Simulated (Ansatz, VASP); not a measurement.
# TiO2 (Anatase) in two plane-wave programs

Wanted: the spread between two codes on one cell, functional and k mesh. The cell is taken from a series of runs on this material, whose earlier steps may have relaxed, scaled, displaced or heated it; both programs get it as it stands.

Main program and level: Ansatz 0.2.0; plane waves, with VASP 6.6.1 beside it; relaxation of cell and atoms at PBE.

### 1. The structure

It takes space group I4_1/amd (No. 141, tetragonal). Conventional cell: a = 3.799 Å, b = 3.799 Å, c = 9.697 Å, α = 90.00°, β = 90.00°, γ = 90.00°. Nearest to Ti lie 6 O at 1.95 to 2.00 Å. Nearest to O lie 3 Ti at 1.95 to 2.00 Å. Farther neighbours and most contacts between anions are not listed.

### 2. VASP: relaxation of cell and atoms, PBE

The relaxed volume is the usual yardstick between codes: in a stiff, nearly cubic crystal its relative difference is about their pressure difference at one cell divided by the bulk modulus.

Lines of VASP's logs that name or quote its potential files are left out, and so is its time.

Contents of INCAR:

```
SYSTEM = TiO2
PREC = Accurate
ENCUT = 600
EDIFF = 1E-07
NELM = 120
ISMEAR = 0
SIGMA = 0.01
LREAL = .FALSE.
ALGO = Normal
GGA = PE
NBANDS = 30
LASPH = .TRUE.
LORBIT = 11
LWAVE = .FALSE.
LCHARG = .FALSE.
ISIF = 3
IBRION = 2
NSW = 80
EDIFFG = -0.005
GGA_COMPAT = .FALSE.
NELMIN = 4
EFERMI = MIDGAP
KPAR = 2
```

Contents of POSCAR:

```
TiO2
1.0
   -1.8996080000      1.8996080000      4.8485070000
    1.8996080000     -1.8996080000      4.8485070000
    1.8996080000      1.8996080000     -4.8485070000
Ti O
2 4
Direct
    0.0000000000      0.0000000000      0.0000000000
    0.7499999484      0.2499999484      0.5000000000
    0.2064947003      0.2064947003      0.0000000000
    0.9564947519      0.4564947519      0.5000000000
    0.5435052481      0.0435052481      0.5000000000
    0.7935051965      0.7935051965      0.0000000000
```

Contents of KPOINTS:

```
Automatic mesh
0
Gamma
10 10 10
0 0 0
```

Potentials, in the order of the species: Ti_sv and O (PBE family, release 64).

Started as:

```console
> mpirun -np 2 vasp_std
```

Numbers of over 12 decimals in the logs are rounded to 6 here.

Output:

```text
[banner, memory and clock lines left out]
running    2 mpi-ranks, on    1 nodes
 distrk:  each k-point on    1 cores,    2 groups
 distr:  one band on    1 cores,    1 groups

 POSCAR found type information on POSCAR TiO
 POSCAR found :  2 types and       6 ions
 LDA part: xc-table for (Slater+PW92), standard interpolation
 POSCAR, INCAR and KPOINTS ok, starting setup
 FFT: planning ... GRIDC
 FFT: planning ... GRID_SOFT
 FFT: planning ... GRID
 WAVECAR not read
 entering main loop
       N       E                     dE             d eps       ncg     rms          rms(c)
DAV:   1     0.709813050096E+03    0.70981E+03   -0.26796E+04  6120   0.203E+03
DAV:   2     0.533276197964E+02   -0.65649E+03   -0.62449E+03  6554   0.574E+02
DAV:   3    -0.656055513498E+02   -0.11893E+03   -0.11633E+03  9046   0.215E+02
DAV:   4    -0.710989536365E+02   -0.54934E+01   -0.54853E+01  8902   0.481E+01
DAV:   5    -0.713274011949E+02   -0.22845E+00   -0.22837E+00  8552   0.793E+00    0.314E+01
DAV:   6    -0.543949652079E+02    0.16932E+02   -0.10722E+02  8074   0.970E+01    0.118E+01
DAV:   7    -0.540749564463E+02    0.32001E+00   -0.16521E+01  7944   0.331E+01    0.828E+00
DAV:   8    -0.539059157833E+02    0.16904E+00   -0.26075E+00  7428   0.159E+01    0.314E+00
DAV:   9    -0.538723285687E+02    0.33587E-01   -0.48476E-01  9106   0.571E+00    0.113E+00
DAV:  10    -0.538765040359E+02   -0.41755E-02   -0.75636E-02  7022   0.234E+00    0.477E-01
DAV:  11    -0.538732958612E+02    0.32082E-02   -0.23950E-02  8168   0.998E-01    0.115E-01
DAV:  12    -0.538733354795E+02   -0.39618E-04   -0.27705E-03  6998   0.484E-01    0.679E-02
DAV:  13    -0.538732970915E+02    0.38388E-04   -0.18921E-04  7590   0.138E-01    0.161E-02
DAV:  14    -0.538733033222E+02   -0.62307E-05   -0.56658E-05  9122   0.463E-02    0.114E-02
DAV:  15    -0.538733029312E+02    0.39099E-06   -0.18201E-05  7794   0.341E-02    0.511E-03
DAV:  16    -0.538733026380E+02    0.29316E-06   -0.24750E-06  7686   0.158E-02    0.134E-03
DAV:  17    -0.538733026570E+02   -0.18973E-07   -0.11346E-07  4204   0.343E-03
   1 F= -.53873303E+02 E0= -.53873303E+02  d E =-.538733E+02
 curvature:   0.00 expect dE= 0.000E+00 dE for cont linesearch  0.000E+00
 trial: gam= 0.00000 g(F)=  0.625E-04 g(S)=  0.101E-02 ort = 0.000E+00 (trialstep = 0.100E+01)
 search vector abs. value=  0.107E-02
 bond charge predicted
       N       E                     dE             d eps       ncg     rms          rms(c)
DAV:   1    -0.538808968218E+02   -0.75942E-02   -0.26004E-01  8008   0.529E+00    0.796E-01
DAV:   2    -0.538743255569E+02    0.65713E-02   -0.26977E-02  6992   0.154E+00    0.327E-01
DAV:   3    -0.538730302295E+02    0.12953E-02   -0.10788E-02  6868   0.632E-01    0.896E-02
DAV:   4    -0.538730245830E+02    0.56465E-05   -0.18690E-03  8940   0.228E-01    0.706E-02
DAV:   5    -0.538730708433E+02   -0.46260E-04   -0.10659E-04  7124   0.966E-02    0.382E-02
DAV:   6    -0.538731590507E+02   -0.88207E-04   -0.19934E-04  9752   0.555E-02    0.250E-02
DAV:   7    -0.538731654403E+02   -0.63896E-05   -0.11006E-05  7298   0.239E-02    0.136E-02
DAV:   8    -0.538731667249E+02   -0.12845E-05   -0.40364E-06  7956   0.171E-02    0.344E-03
DAV:   9    -0.538731666923E+02    0.32607E-07   -0.11417E-06  7554   0.737E-03    0.133E-03
DAV:  10    -0.538731666655E+02    0.26778E-07   -0.12146E-07  3770   0.198E-03
   2 F= -.53873167E+02 E0= -.53873167E+02  d E =0.135992E-03
 trial-energy change:    0.000136  1 .order    0.000132   -0.001069    0.001333
 step:   0.4425(harm=  0.4452)  dis= 0.00038  next Energy=   -53.873539 (dE=-0.236E-03)
 bond charge predicted
       N       E                     dE             d eps       ncg     rms          rms(c)
DAV:   1    -0.538759401810E+02   -0.27735E-02   -0.80849E-02  8064   0.294E+00    0.444E-01
DAV:   2    -0.538738783818E+02    0.20618E-02   -0.83164E-03  7016   0.852E-01    0.182E-01
DAV:   3    -0.538734759108E+02    0.40247E-03   -0.33066E-03  6846   0.353E-01    0.475E-02
DAV:   4    -0.538734838657E+02   -0.79549E-05   -0.56301E-04  8606   0.121E-01    0.388E-02
DAV:   5    -0.538735014558E+02   -0.17590E-04   -0.34556E-05  7156   0.545E-02    0.211E-02
DAV:   6    -0.538735345035E+02   -0.33048E-04   -0.60270E-05  9754   0.304E-02    0.138E-02
DAV:   7    -0.538735379319E+02   -0.34284E-05   -0.35869E-06  7330   0.138E-02    0.706E-03
DAV:   8    -0.538735390984E+02   -0.11665E-05   -0.13027E-06  8464   0.918E-03    0.195E-03
DAV:   9    -0.538735395296E+02   -0.43118E-06   -0.29352E-07  5346   0.406E-03    0.870E-04
DAV:  10    -0.538735395458E+02   -0.16213E-07   -0.39800E-08  3060   0.109E-03
   3 F= -.53873540E+02 E0= -.53873540E+02  d E =-.236889E-03
 curvature:  -0.22 expect dE=-0.783E-07 dE for cont linesearch -0.125E-08
 trial: gam= 0.00262 g(F)=  0.217E-06 g(S)=  0.135E-06 ort =-0.245E-05 (trialstep = 0.889E+00)
 search vector abs. value=  0.346E-06
 reached required accuracy - stopping structural energy minimisation
```

Parts of OUTCAR (step 2):

```text
ion  position               nearest neighbor table
   1  0.000  0.000  0.000-   5 1.95   4 1.95   5 1.95   4 1.95   3 2.00   6 2.00
   2  0.750  0.250  0.500-   6 1.95   6 1.95   3 1.95   3 1.95   5 2.00   4 2.00
   3  0.206  0.206  0.000-   2 1.95   2 1.95   1 2.00
   4  0.956  0.456  0.500-   1 1.95   1 1.95   2 2.00
   5  0.544  0.044  0.500-   1 1.95   1 1.95   2 2.00
   6  0.794  0.794  0.000-   2 1.95   2 1.95   1 2.00

  LATTYP: Found a body centered tetragonal cell.
 ALAT       =     3.7992160000
 C/A-ratio  =     2.5523723842

 Subroutine GETGRP returns: Found 16 space group operations
 (whereof  8 operations were pure point group operations)

The static configuration has the point symmetry D_2d.
 The point group associated with its full space group is D_4h.

 Found    102 irreducible k-points:

   k-points           NKPTS =    102   k-points in BZ     NKDIM =    102   number of bands    NBANDS=     30

   dimension x,y,z NGX =    48 NGY =   48 NGZ =   48
   dimension x,y,z NGXF=    96 NGYF=   96 NGZF=   96

   ENCUT  =  600.0 eV  44.10 Ry    6.64 a.u.  11.07 11.07 11.07*2*pi/ulx,y,z

   NELECT =      48.0000    total number of electrons

 k-points in reciprocal lattice and weights: Automatic mesh
   0.00000000  0.00000000  0.00000000       0.001
   0.10000000 -0.00000000  0.00000000       0.008
   0.20000000 -0.00000000  0.00000000       0.008
   0.30000000  0.00000000  0.00000000       0.008
   0.40000000  0.00000000  0.00000000       0.008
   0.50000000  0.00000000  0.00000000       0.004
   0.10000000  0.10000000  0.00000000       0.008
   0.20000000  0.10000000  0.00000000       0.016
   0.30000000  0.10000000  0.00000000       0.016
[...]
-0.40000000 -0.40000000  0.40000000       0.002
   0.50000000  0.50000000  0.50000000       0.001

 average (electrostatic) potential at core
       1 -77.4867       2 -77.4867       3 -70.5524       4 -70.5523       5 -70.5524
       6 -70.5524

 E-fermi :   4.1763

 k-point     1 :       0.0000    0.0000    0.0000
  band No.  band energies     occupation
    ...
     20       2.3305      2.00000
     21       2.3305      2.00000
     22       2.3428      2.00000
     23       2.7115      2.00000
     24       2.7115      2.00000
     25       5.2295      0.00000
     26       5.8937      0.00000
     27       7.0743      0.00000
     28       7.0743      0.00000
     29       7.0840      0.00000
    ...

 k-point     2 :       0.1000   -0.0000    0.0000
  band No.  band energies     occupation
    ...
     20       2.1079      2.00000
     21       2.2933      2.00000
     22       2.3556      2.00000
     23       2.5479      2.00000
     24       2.7241      2.00000
     25       5.4562      0.00000
     26       5.9329      0.00000
     27       6.7741      0.00000
     28       6.8882      0.00000
     29       7.0340      0.00000
    ...

 k-point     3 :       0.2000   -0.0000    0.0000
  band No.  band energies     occupation
    ...
     20       1.6515      2.00000
     21       2.0479      2.00000
     22       2.3644      2.00000
     23       2.3720      2.00000
     24       2.6971      2.00000
     25       5.9043      0.00000
     26       6.0854      0.00000
     27       6.4309      0.00000
     28       6.6642      0.00000
     29       6.9800      0.00000
    ...

  Total        0.0021378      0.0021378     -0.0027604      0.0000000     -0.0000000      0.0000000
  in kB        0.0488371      0.0488371     -0.0630580      0.0000000     -0.0000000      0.0000000
  external PRESSURE =       0.0115387 kB  Pullay stress =       0.0000000 kB

  energy-cutoff  :      600.00
  volume of cell :       70.14
      direct lattice vectors                 reciprocal lattice vectors
    -1.900873811  1.900873811  4.852555453     0.000000000  0.263036924  0.103038493
     1.900873811 -1.900873811  4.852555453     0.263036924  0.000000000  0.103038493
     1.900873811  1.900873811 -4.852555453     0.263036924  0.263036924  0.000000000

 POSITION                                       TOTAL-FORCE (eV/Angst)
 -----------------------------------------------------------------------------------
      0.00000      0.00000     -0.00000        -0.000000      0.000000      0.000000
      0.00000      1.90087      2.42628         0.000000     -0.000000     -0.000000
      0.00000      0.00000      2.00444        -0.000000      0.000000     -0.001060
     -0.00000      1.90087      4.43072         0.000000     -0.000000     -0.001060
      0.00000      1.90087      0.42184         0.000000     -0.000000      0.001060
      0.00000      0.00000      7.70067        -0.000000      0.000000      0.001060
 -----------------------------------------------------------------------------------
    total drift:                                0.000000      0.000000      0.002043

  FREE ENERGIE OF THE ION-ELECTRON SYSTEM (eV)
  ---------------------------------------------------
  free  energy   TOTEN  =       -53.8735395458 eV

  energy  without entropy=      -53.8735395458  energy(sigma->0) =      -53.87353955

 reached required accuracy - stopping structural energy minimisation

 total charge
# of ion       s       p       d       tot
------------------------------------------
    1        2.218   6.282   1.722  10.223
    2        2.218   6.282   1.722  10.223
    3        1.568   3.495   0.000   5.063
    4        1.568   3.495   0.000   5.063
    5        1.568   3.495   0.000   5.063
    6        1.568   3.495   0.000   5.063
--------------------------------------------------
tot         10.707  26.546   3.444  40.697

[... 3 further parts left out ...]
```

This run has no spin polarisation, so a moment on Ti, if there is one, isn't seen.

(Continued in part 2 of 2.)

[Lines on the potential files, build, host, timing and source positions are cut from VASP's logs without a mark.]

[Logs are printed without paths, hosts, clocks, repeated set-up lines and the standing remarks that a program may print on its own settings, such as how far it seeks lower states.]

[Hosts, paths, dates, database ids (printed as entryN), source tags and the programs' standing remarks are cut or masked in the printed files.]
